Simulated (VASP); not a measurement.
```yaml
crystal:
  lattice:
    - [-1.88628, 1.88628, 4.79875]
    - [1.88628, -1.88628, 4.79875]
    - [1.88628, 1.88628, -4.79875]
  atoms:
    - { symbol: Ti, position: [0.75000, 0.25000, 0.50000] }
    - { symbol: Ti, position: [0.00000, 0.00000, 0.00000] }
    - { symbol: O, position: [0.54306, 0.04306, 0.50000] }
    - { symbol: O, position: [0.79306, 0.79306, 0.00000] }
    - { symbol: O, position: [0.20694, 0.20694, 0.00000] }
    - { symbol: O, position: [0.95694, 0.45694, 0.50000] }
```

Calculation: AM05 GGA, VASP's PBE PAW potentials (set 64) (plane waves; VASP). Run with 520 eV cut-off, 9×9×9 Γ-centred mesh, tetrahedra with Blöchl corrections, potentials Ti_sv O.

The cores are frozen, which limits the accuracy of field gradients.

### Question
Give the principal components of the electric field gradient (V/Å²) and the asymmetry η at each nucleus.

### Answer

```tsv
atom	Vxx	Vyy	Vzz	η
Ti1	-5.7	-5.7	11.5	0.00
Ti2	-5.7	-5.7	11.5	0.00
O3	-10.5	-6.1	16.6	0.27
O4	-10.5	-6.1	16.6	0.27
O5	-10.5	-6.1	16.6	0.27
O6	-10.5	-6.1	16.6	0.27
```

The compound is TiO2 in the anatase structure, one of several forms; rutile is the usual stable one. It was relaxed first.
